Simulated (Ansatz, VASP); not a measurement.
# CaB46O70 (glassy 96B2O3-4CaO (mol %)) in two plane-wave programs, part 2 of 2

Wanted: the spread between two codes on one cell, functional and k mesh. Of the first pair: The structure shown is the start of the Ansatz relaxation below; VASP solves that cell, so the two are compared at the walk's first step.

VASP 6.6.1 and Ansatz 0.2.0.

So far. Step 3 (VASP: single point, PBE, start cell, pair 1): The run ends at a pressure of -8.97 GPa, with forces up to 3.0 eV/Å.

## Step 5: Ansatz: relaxation, PBE

Level of this step: Ansatz beside VASP: Kohn-Sham DFT, plane waves, PBE (Ansatz).

This run makes the geometry at which the two programs are then compared. The cell compared in this pair holds 1380.32 Å³, against 1372.15 Å³ for the pair before.

The structure compared here is the end of the Ansatz relaxation.

Contents of input.yaml:

```yaml
crystal:
  lattice:
    - [11.11222, 0.0, 0.0]
    - [0.0, 11.11222, 0.0]
    - [0.0, 0.0, 11.11222]
  atoms:
    - { symbol: B, position: [0.89032, 0.89958, 0.7435] }
    - { symbol: B, position: [0.6633, 0.3345, 0.38705] }
    - { symbol: B, position: [0.1092, 0.6864, 0.04709] }
    - { symbol: B, position: [0.42477, 0.77879, 0.33234] }
    - { symbol: B, position: [0.06341, 0.2702, 0.29954] }
    - { symbol: B, position: [0.70842, 0.55198, 0.18293] }
    - { symbol: B, position: [0.46309, 0.22124, 0.9371] }
    - { symbol: B, position: [0.2404, 0.63543, 0.4152] }
    - { symbol: B, position: [0.51843, 0.45418, 0.86425] }
    - { symbol: B, position: [0.43903, 0.74375, 0.00385] }
    - { symbol: B, position: [0.2287, 0.19641, 0.96516] }
    - { symbol: B, position: [0.65237, 0.32355, 0.12343] }
    - { symbol: B, position: [0.12341, 0.96585, 0.34874] }
    - { symbol: B, position: [0.15264, 0.90263, 0.58966] }
    - { symbol: B, position: [0.46429, 0.17269, 0.18089] }
    - { symbol: B, position: [0.50013, 0.00876, 0.84136] }
    - { symbol: B, position: [0.76396, 0.18227, 0.78486] }
    - { symbol: B, position: [0.8645, 0.44377, 0.46927] }
    - { symbol: B, position: [0.76858, 0.94971, 0.16724] }
    - { symbol: B, position: [0.3517, 0.20423, 0.57582] }
    - { symbol: B, position: [0.44487, 0.43225, 0.43416] }
    - { symbol: B, position: [0.17213, 0.65913, 0.64961] }
    - { symbol: B, position: [0.32459, 0.59106, 0.12417] }
    - { symbol: B, position: [0.29482, 0.1356, 0.34357] }
    - { symbol: B, position: [0.08015, 0.88457, 0.90776] }
    - { symbol: B, position: [0.9533, 0.81861, 0.24931] }
    - { symbol: B, position: [0.95105, 0.29241, 0.63592] }
    - { symbol: B, position: [0.67866, 0.6147, 0.95569] }
    - { symbol: B, position: [0.8286, 0.05396, 0.97179] }
    - { symbol: B, position: [0.65762, 0.70276, 0.37491] }
[... 81 atom lines left out ...]
    - { symbol: O, position: [0.40051, 0.7199, 0.88709] }
    - { symbol: O, position: [0.13727, 0.16898, 0.04558] }
    - { symbol: O, position: [0.69435, 0.62679, 0.28195] }
    - { symbol: O, position: [0.49595, 0.33544, 0.89707] }
    - { symbol: O, position: [0.52475, 0.11924, 0.89743] }
    - { symbol: O, position: [0.23647, 0.62256, 0.53944] }
kpoints:
  mp_grid: { grid: [1, 1, 1] }
hamiltonian:
  xc: pbe
scf:
  occupations: { method: fixed }
output:
  forces: true
relax:
  f_tol: 0.05
  max_steps: 150
  cell: {}
```

Started as:

```
ansatz run input.yaml --threads 4 --pin off --max-ram 8192MiB --backend cpu --events-out ev --progress --plain --runs-dir out
```

Numbers of over 12 decimals in the logs are rounded to 6 here.

What it wrote:

```text
[...]
Crystal: 117 atoms, lattice volume = 1372.153 Å³
Basis set: ecut = 420 eV, 26865 PW (Γ), exchange–correlation on 150×150×150 points (8 copies of the dense FFT grid, shifted against one another)
Bands: 401, of which v1, the nominal top of the filled ones, is band 284 counted from 1 (283 counted from 0)
Symmetry: 1 space group operations
[...]
k-points: 1
[...]
- { symbol: O, position: [0.657297, 0.648659, 0.101037] }
    - { symbol: O, position: [0.359948, 0.411545, 0.380576] }
    - { symbol: O, position: [0.850734, 0.874449, 0.250268] }
    - { symbol: O, position: [0.175106, 0.629547, 0.093094] }
    - { symbol: O, position: [0.774292, 0.390219, 0.385323] }
    - { symbol: O, position: [0.100011, 0.288442, 0.636403] }
    - { symbol: O, position: [0.178545, 0.929919, 0.883520] }
[...]
- { symbol: O, position: [0.632478, 0.597199, 0.301855] }
    - { symbol: O, position: [0.519196, 0.349098, 0.887229] }
    - { symbol: O, position: [0.507973, 0.137564, 0.882711] }
    - { symbol: O, position: [0.264251, 0.663297, 0.525357] }
```

## Step 6: VASP: single point, PBE, relaxed cell, pair 2

The same cell, functional and mesh now go to VASP, with its own data sets.

Contents of INCAR:

```
SYSTEM = CaB46O70
PREC = Accurate
ENCUT = 600
EDIFF = 1E-06
NELM = 120
ISMEAR = 0
SIGMA = 0.01
LREAL = Auto
ALGO = Normal
GGA = PE
NBANDS = 368
LORBIT = 11
LWAVE = .FALSE.
LCHARG = .FALSE.
ISIF = 2
LASPH = .TRUE.
GGA_COMPAT = .FALSE.
EFERMI = MIDGAP
NCORE = 4
```

Contents of POSCAR:

```
CaB46O70
1.0
   10.9147780000     -0.3005460000     -0.1112790000
   -0.3005460000     11.1028960000      0.1857010000
   -0.1112790000      0.1857010000     11.4027830000
B Ca O
46 1 70
Direct
    0.8534300000      0.9036200000      0.7783100000
    0.6807000000      0.3022000000      0.4016100000
    0.1001400000      0.6594100000      0.9981100000
    0.4288800000      0.7902900000      0.3134600000
    0.1207400000      0.2830400000      0.2777200000
    0.6290500000      0.5627400000      0.1878000000
    0.4501400000      0.2420700000      0.9003700000
    0.2384700000      0.6860400000      0.4109700000
    0.4989600000      0.4706200000      0.8942800000
    0.3782100000      0.7601600000      0.9835900000
    0.2143200000      0.2129000000      0.9322500000
    0.6219800000      0.3365600000      0.1241400000
    0.1484200000      0.9395400000      0.3799100000
    0.1649600000      0.8879100000      0.6106600000
    0.4681900000      0.1447600000      0.1952900000
    0.4761900000      0.0236700000      0.8424500000
    0.7464500000      0.1925700000      0.8293700000
    0.8861000000      0.4077100000      0.4398200000
    0.8220000000      0.9856500000      0.2043000000
    0.3783600000      0.1831900000      0.5916100000
    0.4777600000      0.4091000000      0.4298400000
    0.1938500000      0.6618600000      0.6375200000
    0.2945100000      0.6078300000      0.1221100000
    0.3316000000      0.0971900000      0.3798300000
    0.0660800000      0.8671200000      0.8937300000
    0.9549200000      0.8269000000      0.2946400000
    0.9818200000      0.2541500000      0.5962200000
    0.6174900000      0.6475300000      0.9860100000
    0.8471300000      0.0968100000      0.0047900000
    0.6221100000      0.6853300000      0.3819500000
[... 81 atom lines left out ...]
    0.3387400000      0.7285600000      0.8725300000
    0.1580500000      0.1911300000      0.0365600000
    0.6324800000      0.5972000000      0.3018600000
    0.5192000000      0.3491000000      0.8872300000
    0.5079700000      0.1375600000      0.8827100000
    0.2642500000      0.6633000000      0.5253600000
```

Contents of KPOINTS:

```
Automatic mesh
0
Gamma
1 1 1
0 0 0
```

The projector-augmented-wave data sets are B, Ca_sv and O (PBE family, release 64).

Started as:

```
mpirun -np 16 vasp_gam
```

What it wrote:

```text
[... set-up lines as in an earlier step ...]
 entering main loop
       N       E                     dE             d eps       ncg     rms          rms(c)
DAV:   1     0.583429818814E+04    0.58343E+04   -0.37076E+05   752   0.171E+03
DAV:   2    -0.492785883745E+03   -0.63271E+04   -0.60843E+04   896   0.416E+02
DAV:   3    -0.100838132544E+04   -0.51560E+03   -0.51044E+03   856   0.125E+02
DAV:   4    -0.101991094822E+04   -0.11530E+02   -0.11479E+02   872   0.191E+01
[...]
DAV:  16    -0.931052976473E+03    0.14978E-04   -0.32636E-05   872   0.162E-02    0.890E-03
DAV:  17    -0.931052970666E+03    0.58074E-05   -0.94496E-06   784   0.114E-02    0.384E-03
DAV:  18    -0.931052970316E+03    0.35009E-06   -0.49584E-06   840   0.575E-03
   1 F= -.93105297E+03 E0= -.93105297E+03  d E =0.000000E+00
```

OUTCAR, selected parts (step 6):

```text
  FREE ENERGIE OF THE ION-ELECTRON SYSTEM (eV)
  ---------------------------------------------------
  free  energy   TOTEN  =      -931.0529703158 eV

  energy  without entropy=     -931.0529703158  energy(sigma->0) =     -931.05297032
```

The run ends at a pressure of -0.12 GPa, with forces up to 0.086 eV/Å.

## Step 7: Differences

What differs besides the data sets and the points named for the pairs above, as far as they apply: the cutoff is 420 eV in Ansatz and 600 eV in VASP (PREC = Accurate, projectors in real space). Total energies have different zeros and are not compared.

Compared:

```
              quantity  Ansatz   VASP  difference
        pressure (GPa)    0.00  -0.12       +0.13
gap on the k mesh (eV)   4.885  4.872      +0.013
```

Forces on 7 of the 117 atoms, those with the largest forces and the largest differences (eV/Å; atoms numbered as in POSCAR):

```
atom        Ansatz x, y, z            VASP x, y, z
 B10  0.004, -0.002, 0.000    0.036, 0.061, -0.046
 B15   0.003, 0.001, 0.001    0.040, 0.057, -0.022
 B23  0.001, 0.005, -0.003    0.004, -0.020, 0.064
 B31  -0.001, 0.001, 0.001     0.024, 0.068, 0.006
 B40  0.002, -0.001, 0.001     0.069, 0.035, 0.038
 B44  -0.008, 0.005, 0.001  -0.049, -0.041, -0.017
 B45   0.005, 0.002, 0.000     0.029, 0.026, 0.076
```

The forces differ by 21 meV/Å r.m.s., where the r.m.s. force is 0.003 eV/Å in Ansatz and 0.022 eV/Å in VASP: the atoms lie near their places of rest in Ansatz, so a percentage would say little (all taken over all components). A gap on the mesh is an upper bound, since the band edges may lie between its points.

## Step 8: Summary of results

```json
{"r.m.s. force difference (single point, PBE, start cell, pair 1)": "2.9 % of the r.m.s. force", "r.m.s. force difference (single point, PBE, relaxed cell, pair 2)": "21 meV/Å"}
```

What this shows: The r.m.s. force difference is 21 meV/Å (single point, PBE, relaxed cell, pair 2), beyond the 12 meV/Å picked in this series as the mark of a large difference. What causes the difference of the single point, PBE, relaxed cell, pair 2 pair stays open here. Such differences can come from data sets, numerical settings and the points named under the comparisons, not from the functional's error against experiment.

[Lines on the potential files, build, host, timing and source positions are cut from VASP's logs without a mark.]

[Logs are printed without paths, hosts, clocks, repeated set-up lines and the standing remarks that a program may print on its own settings, such as how far it seeks lower states.]

[Hosts, paths, dates, database ids (printed as entryN), source tags and the programs' standing remarks are cut or masked in the printed files.]
